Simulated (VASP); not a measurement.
Consider the following.

```xyz
2
Lattice="0.0000 2.2900 2.2900 2.2900 0.0000 2.2900 2.2900 2.2900 0.0000" Properties=species:S:1:pos:R:3 pbc="T T T"
Zr     0.0000     0.0000     0.0000
N      2.2900     2.2900     2.2900
```

Computed with rev-vdW-DF2, VASP's PBE PAW potentials (set 64) (plane waves; VASP). Run with 520 eV cut-off, 14×14×14 Γ-centred mesh, first-order Methfessel-Paxton smearing of 0.10 eV, potentials Zr_sv N.

Question: What does the run give for the energy per atom (σ→0), band gap (on the k-mesh) with the smallest direct gap where there is one?

Answer: 
The band gap (on the k-mesh) comes out as none (metal, semimetal or under 0.01 eV). The energy per atom (σ→0) comes out as -8.613 eV/atom.

Only differences to runs with the same potentials and settings are physical.

The compound is ZrN in the rock salt structure. The cell was not relaxed at this level. The electron count is odd and the run is not spin-polarised, which forces a metal.
